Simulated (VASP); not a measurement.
# Ti2Te2S (R-3m) in VASP: a series of runs

Runs on Ti2Te2S. Level: PBE. Tasks: relaxation of cell and atoms.

Everything below comes from runs of VASP 6.6.1. Logs are shortened: lines on timing, memory, paths and dates and some standing lists are left out, and cuts for length are marked.

## (1) The structure

The structure is trigonal, space group R-3m (No. 166). The conventional cell has a = 3.700 Å, b = 3.700 Å, c = 29.200 Å, α = 90.00°, β = 90.00°, γ = 120.00°. Around Ti (site symmetry 3m) lie 3 S at 2.50 Å and 3 Te at 2.76 Å. Te (site symmetry 3m) is surrounded by 3 Ti at 2.76 Å. Around S (site symmetry -3m) lie 6 Ti at 2.50 Å.

The cell was built by a generator and needn't be a form met in nature.

## (2) Relaxation of cell and atoms, PBE

INCAR

```
SYSTEM = Ti2Te2S
  ALGO = Fast
  EDIFF = 1E-4
  EDIFFG = -0.08
  ENCUT = 520
  GGA = PE
  IBRION = 2
  ISIF = 3
  ISMEAR = 0
  LASPH = .TRUE.
  LCHARG = .FALSE.
  LREAL = .FALSE.
  LWAVE = .FALSE.
  NELM = 60
  NSW = 24
  PREC = Normal
  SIGMA = 0.15
```

KPOINTS

```
k-points
0
G
  4 4 4
  0 0 0
```

POSCAR

```
Ti2Te2S
1.0
    1.8500000000      1.0680980000      9.7333333300
   -1.8500000000      1.0680980000      9.7333333300
    0.0000000000     -2.1361960000      9.7333333300
Ti Te S
2 2 1
Direct
    0.3780000000      0.3780000000      0.3780000000
    0.6220000000      0.6220000000      0.6220000000
    0.7710000000      0.7710000000      0.7710000000
    0.2290000000      0.2290000000      0.2290000000
    0.0000000000      0.0000000000      0.0000000000
```

Potentials or basis: VASP PAW PBE potentials, release 64 (Ti_sv, Te, S).

The run is started by

```
> cat potpaw_PBE.64/Ti_sv/POTCAR potpaw_PBE.64/Te/POTCAR potpaw_PBE.64/S/POTCAR > POTCAR
> mpirun -np 1 vasp_std > vasp.out
```

OUTCAR:

```text
SYSTEM = Ti2Te2S
   EDIFF = 1E-4
   EDIFFG = -0.08
   ENCUT = 520
   GGA = PE
   IBRION = 2
   ISIF = 3
   ISMEAR = 0
   LASPH = .TRUE.
   LREAL = .FALSE.
   NELM = 60
   NSW = 24
   PREC = Normal

 ion  position               nearest neighbor table
   1  0.378  0.378  0.378-   5 2.50   5 2.50   5 2.50   3 2.76   3 2.76   3 2.76
   2  0.622  0.622  0.622-   5 2.50   5 2.50   5 2.50   4 2.76   4 2.76   4 2.76
   3  0.771  0.771  0.771-   1 2.76   1 2.76   1 2.76
   4  0.229  0.229  0.229-   2 2.76   2 2.76   2 2.76
   5  0.000  0.000  0.000-   2 2.50   2 2.50   1 2.50   1 2.50   2 2.50   1 2.50

  LATTYP: Found a trigonal (rhomboedric) cell.
 ALAT       =     9.9649942825
 COS(alpha) =     0.9310682434

  Lattice vectors:

 A1 = (   1.8500000000,   1.0680980000,   9.7333333300)
 A2 = (  -1.8500000000,   1.0680980000,   9.7333333300)
 A3 = (   0.0000000000,  -2.1361960000,   9.7333333300)

Analysis of symmetry for initial positions (statically):
=====================================================================
 Subroutine PRICEL returns:
 Original cell was already a primitive cell.

 Routine SETGRP: Setting up the symmetry group for a
 trigonal (rhombohedral) supercell.

 Subroutine GETGRP returns: Found 12 space group operations
 (whereof 12 operations were pure point group operations)
 out of a pool of 12 trial point group operations.

The static configuration has the point symmetry D_3d.

Analysis of symmetry for dynamics (positions and initial velocities):
=====================================================================
 Subroutine PRICEL returns:
 Original cell was already a primitive cell.

 Routine SETGRP: Setting up the symmetry group for a
 trigonal (rhombohedral) supercell.

 Subroutine GETGRP returns: Found 12 space group operations
 (whereof 12 operations were pure point group operations)
 out of a pool of 12 trial point group operations.

The dynamic configuration has the point symmetry D_3d.

 Subroutine INISYM returns: Found 12 space group operations
 (whereof 12 operations are pure point group operations),
 and found     1 'primitive' translations

----------------------------------------------------------------------------------------

                                     Primitive cell

  volume of cell :     115.3973

  direct lattice vectors                    reciprocal lattice vectors
     1.850000000  1.068098000  9.733333330     0.270270270  0.156040613  0.034246575
    -1.850000000  1.068098000  9.733333330    -0.270270270  0.156040613  0.034246575
     0.000000000 -2.136196000  9.733333330     0.000000000 -0.312081226  0.034246575

  length of vectors
     9.964994283  9.964994283  9.964994283     0.313954646  0.313954646  0.313954646

  position of ions in fractional coordinates (direct lattice)
     0.378000000  0.378000000  0.378000000
     0.622000000  0.622000000  0.622000000
     0.771000000  0.771000000  0.771000000
     0.229000000  0.229000000  0.229000000
     0.000000000  0.000000000  0.000000000

  ion indices of the primitive-cell ions
   primitive index   ion index
                 1           1
                 2           2
                 3           3
                 4           4
                 5           5

----------------------------------------------------------------------------------------

 KPOINTS: k-points

Automatic generation of k-mesh.
 Grid dimensions read from file:
 generate k-points for:    4    4    4

 Generating k-lattice:

  Cartesian coordinates                     Fractional coordinates (reciprocal lattice)
     0.067567568  0.039010153  0.008561644     0.250000000  0.000000000  0.000000000
    -0.067567568  0.039010153  0.008561644     0.000000000  0.250000000  0.000000000
     0.000000000 -0.078020307  0.008561644     0.000000000  0.000000000  0.250000000

  Length of vectors
     0.078488662  0.078488662  0.078488661

  Shift w.r.t. Gamma in fractional coordinates (k-lattice)
     0.000000000  0.000000000  0.000000000

 Subroutine IBZKPT returns following result:
 ===========================================

 Found     13 irreducible k-points:

 Following reciprocal coordinates:
            Coordinates               Weight
  0.000000  0.000000  0.000000      1.000000
  0.250000  0.000000 -0.000000      6.000000
  0.500000  0.000000 -0.000000      3.000000
  0.250000  0.250000 -0.000000      6.000000
  0.500000  0.250000 -0.000000     12.000000
 -0.250000  0.250000  0.000000      6.000000
  0.500000  0.500000 -0.000000      3.000000
  0.250000  0.250000  0.250000      2.000000
  0.500000  0.250000  0.250000      6.000000
 -0.250000  0.250000  0.250000      6.000000
  0.500000  0.500000  0.250000      6.000000
 -0.250000  0.500000  0.250000      6.000000
  0.500000  0.500000  0.500000      1.000000
   k-points           NKPTS =     13   k-points in BZ     NKDIM =     13   number of bands    NBANDS=     25
   number of dos      NEDOS =    301   number of ions     NIONS =      5
[... 34 lines left out ...]
   IMIX   =      4    mixing-type and parameters
     AMIX     =   0.40;   BMIX     =  1.00
     AMIX_MAG =   1.60;   BMIX_MAG =  1.00
  volume/ion in A,a.u.               =      23.08       155.75
  Fermi-wavevector in a.u.,A,eV,Ry     =   1.168852  2.208809 18.588470  1.366214
  Thomas-Fermi vector in A             =   2.305333
   LORBIT       =      0    0 simple, 1 ext, 2 COOP (PROOUT), +10 PAW based schemes
   GGA     = PE    functional components
   LHFCALC =     F    Hartree Fock is set to
   AEXX    =    0.0000 exact exchange contribution
   IVDW    =     0    specifies the selected vdW correction
   LEPSILON=     F    determine dielectric tensor
   LRPA    =     F    only Hartree local field effects (RPA)
 conjugate gradient relaxation of ions
 non-spin polarized calculation
 RMM-DIIS sequential band-by-band and
 Gauss-broadening in eV      SIGMA  =   0.15
  energy-cutoff  :      520.00
  volume of cell :      115.40
 maximum number of plane-waves:      3123
   NGX = 37   NGY = 37   NGZ = 37

--------------------------------------- Ionic step        1  -------------------------------------------

 number of electron      41.9999995 magnetization

 Free energy of the ion-electron system (eV)
  ---------------------------------------------------
  ext. energy  EPLUGINS =         0.00000000
  ---------------------------------------------------
  free energy    TOTEN  =       -30.90492567 eV

  energy without entropy =      -30.85702575  energy(sigma->0) =      -30.88097571

------------------------ aborting loop because EDIFF is reached ----------------------------------------

  FORCE on cell =-STRESS in cart. coord.  units (eV):
  Direction    XX          YY          ZZ          XY          YZ          ZX
  --------------------------------------------------------------------------------------
  -------------------------------------------------------------------------------------
  Total       -1.0413687     -1.0413687      1.6097326      0.0000000     -0.0000000      0.0000000
  in kB      -14.4583727    -14.4583728     22.3495424      0.0000000     -0.0000000      0.0000000
  external PRESSURE =      -2.1890677 kB  Pullay stress =       0.0000000 kB

 VOLUME and BASIS-vectors are now :
 -----------------------------------------------------------------------------
  energy-cutoff  :      520.00
  volume of cell :      115.40
      direct lattice vectors                 reciprocal lattice vectors
     1.850000000  1.068098000  9.733333330     0.270270270  0.156040613  0.034246575
    -1.850000000  1.068098000  9.733333330    -0.270270270  0.156040613  0.034246575
     0.000000000 -2.136196000  9.733333330     0.000000000 -0.312081226  0.034246575
[... 118 lines left out ...]
 POSITION                                       TOTAL-FORCE (eV/Angst)
 -----------------------------------------------------------------------------------
     -0.00000      0.00000     11.09421         0.000000      0.000000     -0.012123
     -0.00000      0.00000     18.43557        -0.000000     -0.000000      0.012123
     -0.00000      0.00000     22.80496        -0.000000      0.000000      0.060199
     -0.00000      0.00000      6.72481         0.000000     -0.000000     -0.060199
     -0.00000     -0.00000      0.00000         0.000000      0.000000      0.000000
 -----------------------------------------------------------------------------------
    total drift:                                0.000000     -0.000000      0.000000

  FREE ENERGIE OF THE ION-ELECTRON SYSTEM (eV)
  ---------------------------------------------------
  free  energy   TOTEN  =       -31.0285361538 eV

  energy  without entropy=      -30.9964516543  energy(sigma->0) =      -31.01249390

--------------------------------------- Ionic step        5  -------------------------------------------

 number of electron      42.0000006 magnetization

 Free energy of the ion-electron system (eV)
  ---------------------------------------------------
  ext. energy  EPLUGINS =         0.00000000
  ---------------------------------------------------
  free energy    TOTEN  =       -31.03365925 eV

  energy without entropy =      -31.00100370  energy(sigma->0) =      -31.01733147

 E-fermi :   7.5971     XC(G=0): -10.1818

 val. band max:        7.5949407822   @ k =  -0.2500   0.2500   0.0000
 cond. band min:       7.6811952990   @ k =  -0.2500   0.2500   0.0000
 fundamental gap:      0.0862545168
 Fermi energy:         7.5970504550

 k-point     1 :       0.0000    0.0000    0.0000
  band No.  band energies     occupation
      1     -49.8997      2.00000
      2     -49.8836      2.00000
      3     -26.2057      2.00000
      4     -26.1861      2.00000
      5     -26.1861      2.00000
      6     -26.1648      2.00000
[... 17 lines left out ...]
     24       8.5155      0.00000
     25       8.6067      0.00000
[... 356 lines left out ...]
 POSITION                                       TOTAL-FORCE (eV/Angst)
 -----------------------------------------------------------------------------------
     -0.00000      0.00000     11.12961         0.000000     -0.000000     -0.057526
     -0.00000      0.00000     18.48230        -0.000000      0.000000      0.057526
     -0.00000      0.00000     22.86943         0.000000     -0.000000     -0.023989
     -0.00000      0.00000      6.74249        -0.000000      0.000000      0.023989
     -0.00000     -0.00000      0.00000        -0.000000      0.000000     -0.000000
 -----------------------------------------------------------------------------------
    total drift:                               -0.000000     -0.000000      0.000000

  FREE ENERGIE OF THE ION-ELECTRON SYSTEM (eV)
  ---------------------------------------------------
  free  energy   TOTEN  =       -31.0336592516 eV

  energy  without entropy=      -31.0010036953  energy(sigma->0) =      -31.01733147

 reached required accuracy - stopping structural energy minimisation
```

Run time: 9.7 min. Hardware: 1 thread of Intel Xeon Platinum 8488C (Sapphire Rapids), shared host; peak memory 0.46 GiB.

Results:

- Free energy: -31.0337 eV
- Relaxed volume: 22.55 Å³/atom
- Relaxed cell: a = 10.091 Å, b = 10.091 Å, c = 10.091 Å, α = 20.73°, β = 20.73°, γ = 20.73°
- Space group after relaxing (to 0.05 Å): R-3m (No. 166)
- Energy gained by relaxing: 25.7 meV/atom
- Ionic steps: 5
- Pressure after relaxing: 0.2 GPa
- Largest force after relaxing: 0.058 eV/Å
- Band gap on the k mesh: 0.09 eV, direct

Forces on the atoms (eV/Å):
```
Ti   0.000  0.000 -0.058
Ti   0.000  0.000  0.058
Te   0.000  0.000 -0.024
Te   0.000  0.000  0.024
S    0.000  0.000  0.000
```

Step by step:
| step | energy change (eV) | largest force (eV/Å) | pressure (GPa) | volume (Å³) |
| --- | --- | --- | --- | --- |
| 1 | 0.0000 | 1.0097 | -0.22 | 115.40 |
| 2 | -0.1157 | 0.2165 | -1.12 | 114.85 |
| 3 | -0.1192 | 0.1441 | -1.39 | 114.75 |
| 4 | -0.1236 | 0.0602 | 1.33 | 111.30 |
| 5 | -0.1287 | 0.0575 | 0.24 | 112.73 |

Final structure:
```
Ti Te S
1.0
     1.81570    1.04830    9.87064
    -1.81570    1.04830    9.87064
     0.00000   -2.09659    9.87064
Ti Te S
2 2 1
Direct
  0.37585 0.37585 0.37585
  0.62415 0.62415 0.62415
  0.77230 0.77230 0.77230
  0.22770 0.22770 0.22770
  0.00000 0.00000 0.00000
```

Caveat: the k mesh is coarse (spacing up to 0.49 Å⁻¹), so the values aren't converged; spin-orbit coupling is left out, which moves the levels of the heavy elements; the relaxation stopped at a loose force limit of 0.08 eV/Å, so its end isn't a converged minimum. A k mesh can miss the band edges.

## (3) Relaxation of cell and atoms, PBE

This run uses another cell than the first one, of 23.31 Å³/atom, 1.010 times its volume.

INCAR is that of step 2.

KPOINTS is that of step 2.

POSCAR

```
Ti2Te2S
1.0
   -2.4457423900      2.4457423900      4.8714825100
    2.4457423900     -2.4457423900      4.8714825100
    2.4457423900      2.4457423900     -4.8714825100
Ti Te S
2 2 1
Direct
    0.7500000000      0.2500000000      0.5000000000
    0.2500000000      0.7500000000      0.5000000000
    0.5000000000      0.0000000000      0.5000000000
    0.0000000000      0.5000000000      0.5000000000
    0.5000000000      0.5000000000      0.0000000000
```

Potentials or basis: VASP PAW PBE potentials, release 64 (Ti_sv, Te, S).

The run is started by

```
> cat potpaw_PBE.64/Ti_sv/POTCAR potpaw_PBE.64/Te/POTCAR potpaw_PBE.64/S/POTCAR > POTCAR
> mpirun -np 1 vasp_std > vasp.out
```

Run time: 25 min. Hardware: 1 thread of Intel Xeon Platinum 8488C (Sapphire Rapids), shared host; peak memory 0.24 GiB.

The run converged. Its results:

```
Free energy                            : -22.3296 eV
Relaxed volume                         : 29.82 Å³/atom
Relaxed cell                           : a = 6.484 Å, b = 6.484 Å, c = 6.484 Å, α = 131.65°, β = 131.65°, γ = 70.79°
Space group after relaxing (to 0.05 Å) : I4/mmm (No. 139)
Energy gained by relaxing              : 357.2 meV/atom
Ionic steps                            : 16
Pressure after relaxing                : 0.4 GPa
Band gap on the k mesh                 : none (metal or under the smearing width)
```

Stress tensor (GPa, compression positive):
```
0.33 0.00 0.00
0.00 0.33 0.00
0.00 0.00 0.42
```

Step by step:
| step | energy change (eV) | largest force (eV/Å) | pressure (GPa) | volume (Å³) |
| --- | --- | --- | --- | --- |
| 1 | 0.0000 | 0.0000 | 21.39 | 116.56 |
| 2 | 99.0501 | 0.0000 | 53.09 | 176.74 |
| 3 | 41.3001 | 0.0000 | -4.42 | 465.29 |
| 4 | 55.4381 | 0.0000 | -4.71 | 397.32 |
| 5 | 269.0739 | 0.0000 | 81.12 | 272.85 |
| 6 | 9.7641 | 0.0000 | -29.71 | 381.01 |
| 7 | 7.0232 | 0.0000 | -5.23 | 324.02 |
| 8 | 6.5414 | 0.0000 | -6.22 | 315.19 |
| 9 | 5.5295 | 0.0000 | -6.13 | 293.53 |
| 10 | 5.0267 | 0.0000 | -6.71 | 283.07 |
| 11 | 4.7745 | 0.0000 | -7.26 | 277.93 |
| 12 | -1.1844 | 0.0000 | -5.08 | 168.35 |
| 13 | -1.7399 | 0.0000 | 0.73 | 146.01 |
| 14 | -1.7340 | 0.0000 | 0.03 | 148.15 |
| 15 | -1.7618 | 0.0000 | 0.67 | 149.62 |
| 16 | -1.7859 | 0.0000 | 0.36 | 149.08 |

Final structure:
```yaml
crystal:
  lattice:
    - [-2.65545, 2.65545, 5.28529]
    - [2.65545, -2.65545, 5.28529]
    - [2.65545, 2.65545, -5.28529]
  atoms:
    - { symbol: Ti, position: [0.75000, 0.25000, 0.50000] }
    - { symbol: Ti, position: [0.25000, 0.75000, 0.50000] }
    - { symbol: Te, position: [0.50000, 0.00000, 0.50000] }
    - { symbol: Te, position: [0.00000, 0.50000, 0.50000] }
    - { symbol: S, position: [0.50000, 0.50000, 0.00000] }
```

Levels at points of the mesh, in eV from the Fermi level:
```
           k point  band 19  band 20  band 21  band 22  band 23  band 24
(0.00, 0.00, 0.00)    -1.45    -0.37     0.42     0.49     0.83     0.87
(0.50, 0.00, 0.00)    -1.53    -0.49     0.05     0.13     0.35     0.40
(0.50, 0.50, 0.00)    -1.33    -0.49    -0.43    -0.22    -0.20     0.60
(0.50, 0.50, 0.50)    -0.70    -0.30    -0.27    -0.26    -0.26     1.11
```

Caveat: the k mesh is coarse (spacing up to 0.45 Å⁻¹), so the values aren't converged; the volume moved by over 15 % at a fixed basis, so the end points are rough; the relaxation stopped at a loose force limit of 0.08 eV/Å, so its end isn't a converged minimum.

## (4) Relaxation of cell and atoms, PBE

This run uses another cell than the first one, of 23.59 Å³/atom, 1.022 times its volume.

INCAR is that of step 3.

KPOINTS is that of step 3.

POSCAR

```
Ti2Te2S
1.0
   -2.3331112200      2.3331112200      5.4181421200
    2.3331112200     -2.3331112200      5.4181421200
    2.3331112200      2.3331112200     -5.4181421200
Ti Te S
2 2 1
Direct
    0.3774763900      0.3774763900      0.0000000000
    0.6225236100      0.6225236100      0.0000000000
    0.2500000000      0.7500000000      0.5000000000
    0.7500000000      0.2500000000      0.5000000000
    0.0000000000      0.0000000000      0.0000000000
```

The run is started by

```
> cat potpaw_PBE.64/Ti_sv/POTCAR potpaw_PBE.64/Te/POTCAR potpaw_PBE.64/S/POTCAR > POTCAR
> mpirun -np 1 vasp_std > vasp.out
```

Run time: 5.6 min. Hardware: 1 thread of Intel Xeon Platinum 8488C (Sapphire Rapids), shared host; peak memory 0.23 GiB.

The run converged. Its results:

```
Free energy                            : -25.8988 eV
Relaxed volume                         : 24.38 Å³/atom
Relaxed cell                           : a = 6.795 Å, b = 6.795 Å, c = 6.795 Å, α = 141.27°, β = 141.27°, γ = 55.93°
Space group after relaxing (to 0.05 Å) : I4/mmm (No. 139)
Energy gained by relaxing              : 71.8 meV/atom
Ionic steps                            : 10
Pressure after relaxing                : 0.0 GPa
Largest force after relaxing           : 0.041 eV/Å
Band gap on the k mesh                 : 0.11 eV, direct
```

Forces in eV/Å, atoms in the order of the input:
```
Ti   0.000  0.000 -0.041
Ti   0.000  0.000  0.041
Te   0.000  0.000  0.000
Te   0.000  0.000  0.000
S    0.000  0.000  0.000
```

Stress tensor (GPa, compression positive):
```
-0.16  0.00  0.00
 0.00 -0.16  0.00
 0.00  0.00  0.34
```

The path:
```csv
step,energy change (eV),largest force (eV/Å),pressure (GPa),volume (Å³)
1,0.0000,0.6039,4.66,117.97
2,-0.1697,0.2115,-2.30,130.01
3,-0.1829,0.0112,-1.39,127.41
4,-0.2775,0.1539,-1.20,126.92
5,-0.3224,0.3573,-1.05,126.24
6,-0.3246,0.3928,-0.96,126.08
7,-0.3509,0.3336,0.16,122.75
8,-0.3523,0.2866,0.69,121.53
9,-0.3576,0.1758,-0.30,122.08
10,-0.3591,0.0415,0.01,121.90
```

Final structure:
```cif
data_structure
_symmetry_space_group_name_H-M 'P 1'
_symmetry_Int_Tables_number 1
_cell_length_a 6.7955
_cell_length_b 6.7955
_cell_length_c 6.7955
_cell_angle_alpha 141.269
_cell_angle_beta 141.269
_cell_angle_gamma 55.932
_cell_volume 121.90
loop_
_atom_site_label
_atom_site_type_symbol
_atom_site_fract_x
_atom_site_fract_y
_atom_site_fract_z
_atom_site_occupancy
Ti1 Ti 0.38552 0.38552 0.00000 1
Ti2 Ti 0.61448 0.61448 0.00000 1
Te1 Te 0.25000 0.75000 0.50000 1
Te2 Te 0.75000 0.25000 0.50000 1
S1 S 0.00000 0.00000 0.00000 1
```

Levels at points of the mesh, in eV from the valence-band top:
```
           k point  band 19  band 20  band 21  band 22  band 23  band 24
(0.00, 0.00, 0.00)    -0.44    -0.44    -0.40     0.28     0.43     0.87
(0.50, 0.00, 0.00)    -1.58    -0.90     0.00     0.11     0.39     1.02
(0.50, 0.50, 0.00)    -0.25    -0.14     0.00     0.44     1.27     1.30
(0.50, 0.50, 0.50)    -0.93    -0.27    -0.27     0.55     0.56     0.80
```

Caveat: the k mesh is coarse (spacing up to 0.48 Å⁻¹), so the values aren't converged; spin-orbit coupling is left out, which moves the levels of the heavy elements; the relaxation stopped at a loose force limit of 0.08 eV/Å, so its end isn't a converged minimum. A k mesh can miss the band edges.
